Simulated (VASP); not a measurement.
# SiC (Moissanite 3C): time-dependent DFT spectra

Aim: the absorption of SiC (Moissanite 3C) from time-dependent DFT with and without exact exchange. The cell is of the zinc-blende type, one of the forms listed for this formula. The start is a cell from a database of measured crystal structures.

Main program and level: VASP 6.6.1; LDA; plane waves and PAW (Si, C), in the first sound run; inputs show where later runs differ.

## (1) Starting point

It takes space group F-43m (No. 216, cubic). Conventional cell: a = 4.358 Å, b = 4.358 Å, c = 4.358 Å, α = 90.00°, β = 90.00°, γ = 90.00°. Nearest to Si lie 4 C at 1.89 Å. Nearest to C lie 4 Si at 1.89 Å. Farther neighbours are not listed.

As a file:

```
Si C
1.0
     0.00000    2.17900    2.17900
     2.17900    0.00000    2.17900
     2.17900    2.17900    0.00000
Si C
1 1
Direct
  0.00000 0.00000 0.00000
  0.75000 0.75000 0.75000
```

## (2) Ground state at LDA

Many-body steps start from the orbitals of a self-consistent run, here LDA. A small SIGMA keeps every occupation at zero or full.

INCAR

```
SYSTEM = SiC
PREC = Accurate
ENCUT = 420
EDIFF = 1E-08
NELM = 100
ISMEAR = 0
SIGMA = 0.01
LREAL = .FALSE.
ALGO = Normal
GGA = CA
NBANDS = 10
LORBIT = 11
LWAVE = .TRUE.
LCHARG = .FALSE.
KPAR = 8
```

POSCAR

```
SiC
1.0
    0.0000000000      2.1790000000      2.1790000000
    2.1790000000      0.0000000000      2.1790000000
    2.1790000000      2.1790000000      0.0000000000
Si C
1 1
Direct
    0.0000000000      0.0000000000      0.0000000000
    0.7500000000      0.7500000000      0.7500000000
```

KPOINTS

```
Automatic mesh
0
Gamma
6 6 6
0 0 0
```

Potentials, in the order of the species: Si and C (PBE family, release 64).

The run is started by

```sh
$ mpirun -np 8 vasp_std
```

Log:

```text
[banner, memory and clock lines left out]
running    8 mpi-ranks, on    1 nodes
 distrk:  each k-point on    1 cores,    8 groups
 distr:  one band on    1 cores,    1 groups

 POSCAR found type information on POSCAR SiC
 POSCAR found :  2 types and       2 ions
|                                                                             |
|           W    W    AA    RRRRR   N    N  II  N    N   GGGG   !!!           |
|           W    W   A  A   R    R  NN   N  II  NN   N  G    G  !!!           |
|           W    W  A    A  R    R  N N  N  II  N N  N  G       !!!           |
|           W WW W  AAAAAA  RRRRR   N  N N  II  N  N N  G  GGG   !            |
|           WW  WW  A    A  R   R   N   NN  II  N   NN  G    G                |
|           W    W  A    A  R    R  N    N  II  N    N   GGGG   !!!           |
|                                                                             |
|     For optimal performance we recommend to set                             |
|       NCORE = 2 up to number-of-cores-per-socket                            |
|     NCORE specifies how many cores store one orbital (NPAR=cpu/NCORE).      |
|     This setting can greatly improve the performance of VASP for DFT.       |
|     The default, NCORE=1 might be grossly inefficient on modern             |
|     multi-core architectures or massively parallel machines. Do your        |
|     Unfortunately you need to use the default for GW and RPA                |
|     calculations (for HF NCORE is supported but not extensively tested      |
|     yet).                                                                   |
|                                                                             |

|                                                                             |
|               ----> ADVICE to this user running VASP <----                  |
|                                                                             |
|     You enforced a specific xc type in the INCAR file but a different       |
|     [... a line on the potential file left out ...]
|     I HOPE YOU KNOW WHAT YOU ARE DOING!                                     |
|                                                                             |

 LDA part: xc-table for (Slater(with rela. corr.)+CA(PZ))
 , standard interpolation
 POSCAR, INCAR and KPOINTS ok, starting setup
 FFT: planning ... GRIDC
 FFT: planning ... GRID_SOFT
 FFT: planning ... GRID
 WAVECAR not read
 entering main loop
       N       E                     dE             d eps       ncg     rms          rms(c)
DAV:   1    -0.143325131454E+01   -0.14333E+01   -0.34549E+03   336   0.562E+02
DAV:   2    -0.180552326143E+02   -0.16622E+02   -0.15238E+02   396   0.103E+02
DAV:   3    -0.184932356522E+02   -0.43800E+00   -0.43745E+00   376   0.143E+01
DAV:   4    -0.184946138182E+02   -0.13782E-02   -0.13781E-02   370   0.999E-01
DAV:   5    -0.184946191710E+02   -0.53528E-05   -0.53527E-05   366   0.584E-02    0.821E+00
DAV:   6    -0.166659941803E+02    0.18286E+01   -0.69243E+00   332   0.126E+01    0.338E+00
DAV:   7    -0.165952126115E+02    0.70782E-01   -0.34930E-01   372   0.366E+00    0.162E+00
DAV:   8    -0.165754009165E+02    0.19812E-01   -0.28692E-02   328   0.106E+00    0.140E-01
DAV:   9    -0.165751474364E+02    0.25348E-03   -0.16649E-03   396   0.235E-01    0.837E-02
DAV:  10    -0.165751576482E+02   -0.10212E-04   -0.10971E-04   338   0.660E-02    0.243E-02
DAV:  11    -0.165751577623E+02   -0.11407E-06   -0.44278E-06   364   0.127E-02    0.917E-03
DAV:  12    -0.165751575681E+02    0.19423E-06   -0.47665E-07   340   0.386E-03    0.545E-04
DAV:  13    -0.165751575689E+02   -0.87118E-09   -0.83482E-09   236   0.606E-04
   1 F= -.16575158E+02 E0= -.16575158E+02  d E =-.229459E-39
 writing wavefunctions
```

It took 1.2 s on 8 MPI ranks of Intel Xeon 6975P-C (Granite Rapids), shared host; peak memory 0.9 GiB; 4 s of CPU time.

Lines that name or quote the potential files are left out of all logs, and their timing lines are given in words.

Parts of OUTCAR (step 2):

```text
ion  position               nearest neighbor table
   1  0.000  0.000  0.000-   2 1.89   2 1.89   2 1.89   2 1.89
   2  0.750  0.750  0.750-   1 1.89   1 1.89   1 1.89   1 1.89

  LATTYP: Found a face centered cubic cell.
 ALAT       =     4.3580000000

 Subroutine GETGRP returns: Found 24 space group operations
 (whereof 24 operations were pure point group operations)

The static configuration has the point symmetry T_d .

 Found     16 irreducible k-points:

   k-points           NKPTS =     16   k-points in BZ     NKDIM =     16   number of bands    NBANDS=     10

   dimension x,y,z NGX =    24 NGY =   24 NGZ =   24
   dimension x,y,z NGXF=    48 NGYF=   48 NGZF=   48

   ENCUT  =  420.0 eV  30.87 Ry    5.56 a.u.   5.15  5.15  5.15*2*pi/ulx,y,z

   NELECT =       8.0000    total number of electrons

 k-points in reciprocal lattice and weights: Automatic mesh
   0.00000000  0.00000000  0.00000000       0.005
   0.16666667  0.00000000  0.00000000       0.037
   0.33333333  0.00000000  0.00000000       0.037
   0.50000000  0.00000000  0.00000000       0.019
   0.16666667  0.16666667  0.00000000       0.028
   0.33333333  0.16666667  0.00000000       0.111
   0.50000000  0.16666667  0.00000000       0.111
  -0.33333333  0.16666667  0.00000000       0.111
  -0.16666667  0.16666667  0.00000000       0.056
[...]
-0.33333333  0.33333333  0.16666667       0.111
  -0.33333333  0.50000000  0.16666667       0.056

 average (electrostatic) potential at core
       1 -79.9338       2 -44.8115

 E-fermi :   8.0129

 k-point     1 :       0.0000    0.0000    0.0000
  band No.  band energies     occupation
      1      -7.4214      2.00000
      2       7.9224      2.00000
      3       7.9224      2.00000
      4       7.9224      2.00000
      5      14.1990      0.00000
      6      15.1064      0.00000
      7      15.1064      0.00000
      8      15.1064      0.00000
      9      22.4764      0.00000
    ...

 k-point     2 :       0.1667    0.0000    0.0000
  band No.  band energies     occupation
      1      -6.8796      2.00000
      2       5.5599      2.00000
      3       7.5883      2.00000
      4       7.5883      2.00000
      5      14.2201      0.00000
      6      15.6290      0.00000
      7      15.6290      0.00000
      8      16.1997      0.00000
      9      20.8863      0.00000
    ...

 k-point     3 :       0.3333    0.0000    0.0000
  band No.  band energies     occupation
      1      -5.3398      2.00000
      2       1.7429      2.00000
      3       7.0681      2.00000
      4       7.0681      2.00000
      5      13.5625      0.00000
      6      15.4678      0.00000
      7      15.4678      0.00000
      8      17.7135      0.00000
      9      22.1589      0.00000
    ...

  Total       -0.4624482     -0.4624482     -0.4624482      0.0000000      0.0000000     -0.0000000
  in kB      -35.8073367    -35.8073367    -35.8073367      0.0000000      0.0000000     -0.0000000
  external PRESSURE =     -35.8073367 kB  Pullay stress =       0.0000000 kB

  energy-cutoff  :      420.00
  volume of cell :       20.69
      direct lattice vectors                 reciprocal lattice vectors
     0.000000000  2.179000000  2.179000000    -0.229463056  0.229463056  0.229463056
     2.179000000  0.000000000  2.179000000     0.229463056 -0.229463056  0.229463056
     2.179000000  2.179000000  0.000000000     0.229463056  0.229463056 -0.229463056

 POSITION                                       TOTAL-FORCE (eV/Angst)
 -----------------------------------------------------------------------------------
      0.00000      0.00000      0.00000         0.000000      0.000000     -0.000000
      3.26850      3.26850      3.26850        -0.000000     -0.000000      0.000000
 -----------------------------------------------------------------------------------
    total drift:                               -0.000000     -0.000000     -0.000000

  FREE ENERGIE OF THE ION-ELECTRON SYSTEM (eV)
  ---------------------------------------------------
  free  energy   TOTEN  =       -16.5751575689 eV

  energy  without entropy=      -16.5751575689  energy(sigma->0) =      -16.57515757

 total charge
# of ion       s       p       d       tot
------------------------------------------
    1        0.706   0.975   0.000   1.681
    2        0.823   1.714   0.000   2.537
--------------------------------------------------
tot          1.529   2.689   0.000   4.218

[... 3 further parts left out ...]
```

The gap is read on the k-mesh alone, so it is an upper bound where the band edges lie off the mesh. The PAW data sets were made with PBE, though LDA sets exist; this is a small mismatch.

A gap read on the k-mesh alone can miss the band edges.

This step gave:

| Quantity | Value |
| --- | --- |
| free energy (TOTEN) | -16.58 eV |
| Fermi energy | 8.013 eV |
| pressure | -3.581 GPa |
| gap on the k-mesh | 1.298 eV |
| least direct gap on the k-mesh | 4.514 eV |

## (3) Empty bands, functional LDA

ALGO = Exact diagonalises the converged Hamiltonian in one step, and LOPTICS writes the k-derivatives of the orbitals (WAVEDER), which give the transition dipoles.

INCAR

```
SYSTEM = SiC
PREC = Accurate
ENCUT = 420
ISMEAR = 0
SIGMA = 0.01
LREAL = .FALSE.
GGA = CA
NBANDS = 24
ALGO = Exact
NELM = 1
LWAVE = .TRUE.
LCHARG = .FALSE.
LOPTICS = .TRUE.
NEDOS = 1000
CSHIFT = 0.1
```

POSCAR is that of step 2.

KPOINTS is that of step 2.

The run is started by

```sh
$ mpirun -np 8 vasp_std
```

Log:

```text
[banner, memory and clock lines left out]
running    8 mpi-ranks, on    1 nodes
 distrk:  each k-point on    8 cores,    1 groups
 distr:  one band on    1 cores,    8 groups

 POSCAR found type information on POSCAR SiC
 POSCAR found :  2 types and       2 ions
 [... a notice as in an earlier step ...]

 [... a notice as in an earlier step ...]

 LDA part: xc-table for (Slater(with rela. corr.)+CA(PZ))
 , standard interpolation
 found WAVECAR, reading the header
  number of bands has changed, file:    10 present:    24
  trying to continue reading WAVECAR, but it might fail
 POSCAR, INCAR and KPOINTS ok, starting setup
 FFT: planning ... GRIDC
 FFT: planning ... GRID_SOFT
 FFT: planning ... GRID
 reading WAVECAR
 random initialization beyond band           10
 the WAVECAR file was read successfully
 initial charge from wavefunction
 entering main loop
       N       E                     dE             d eps       ncg     rms          rms(c)
DIA:   1    -0.165751575702E+02   -0.16575E+02    0.00000E+00     0   0.000E+00
   1 F= -.16575158E+02 E0= -.16575158E+02  d E =-.131086E-41
 writing wavefunctions
 optical routines
 imaginary and real dielectric function
 recalculating local potential from charge density
 direction            1
 direction            2
 direction            3
```

Elapsed: 1.8 s, on 8 MPI ranks; peak memory 0.84 GiB; 8.4 s of CPU time.

OUTCAR, selected parts (step 3):

```text
The static configuration has the point symmetry T_d .

 Found     16 irreducible k-points:

   k-points           NKPTS =     16   k-points in BZ     NKDIM =     16   number of bands    NBANDS=     24

   NELECT =       8.0000    total number of electrons

 E-fermi :   8.0157

 k-point     1 :       0.0000    0.0000    0.0000
  band No.  band energies     occupation
      1      -7.4213      2.00000
      2       7.9225      2.00000
      3       7.9225      2.00000
      4       7.9225      2.00000
      5      14.1991      0.00000
      6      15.1064      0.00000
      7      15.1064      0.00000
      8      15.1064      0.00000
      9      22.4764      0.00000
    ...

 k-point     2 :       0.1667    0.0000    0.0000
  band No.  band energies     occupation
      1      -6.8796      2.00000
      2       5.5599      2.00000
      3       7.5883      2.00000
      4       7.5883      2.00000
      5      14.2202      0.00000
      6      15.6290      0.00000
      7      15.6290      0.00000
      8      16.1997      0.00000
      9      20.8863      0.00000
    ...

  Total       -0.4625491     -0.4625491     -0.4625491      0.0000000      0.0000000      0.0000000
  in kB      -35.8151446    -35.8151446    -35.8151446      0.0000000      0.0000000      0.0000000
  external PRESSURE =     -35.8151446 kB  Pullay stress =       0.0000000 kB

 POSITION                                       TOTAL-FORCE (eV/Angst)
 -----------------------------------------------------------------------------------
      0.00000      0.00000      0.00000         0.000000      0.000000      0.000000
      3.26850      3.26850      3.26850        -0.000000     -0.000000     -0.000000
 -----------------------------------------------------------------------------------
    total drift:                               -0.000000     -0.000000     -0.000000

  FREE ENERGIE OF THE ION-ELECTRON SYSTEM (eV)
  ---------------------------------------------------
  free  energy   TOTEN  =       -16.5751575702 eV

  energy  without entropy=      -16.5751575702  energy(sigma->0) =      -16.57515757

 plasma frequency squared (from intraband transitions) (eV^2)
  --------------------------------------------------------------------------------------
       0.000      -0.000      -0.000
      -0.000       0.000       0.000
      -0.000       0.000       0.000

[... 7 parts as in an earlier step ...]

[... 5 further parts left out ...]
```

WAVECAR now holds 24 bands for 8 electrons. Its independent-particle dielectric tensor has xx, yy, zz = 7.9, 7.9, 7.9 on this mesh, which isn't tested for convergence in mesh or bands and lacks local fields.

(Continued in part 2 of 5.)

[Lines on the potential files, build, host, timing and source positions are cut from VASP's logs without a mark.]

[Logs are printed without paths, hosts, clocks, repeated set-up lines and the standing remarks that a program may print on its own settings, such as how far it seeks lower states.]

[Hosts, paths, dates, database ids (printed as entryN), source tags and the programs' standing remarks are cut or masked in the printed files.]

[Pressures printed for these runs are not shown converged in the cutoff: they can be off by several GPa and have the wrong sign.]
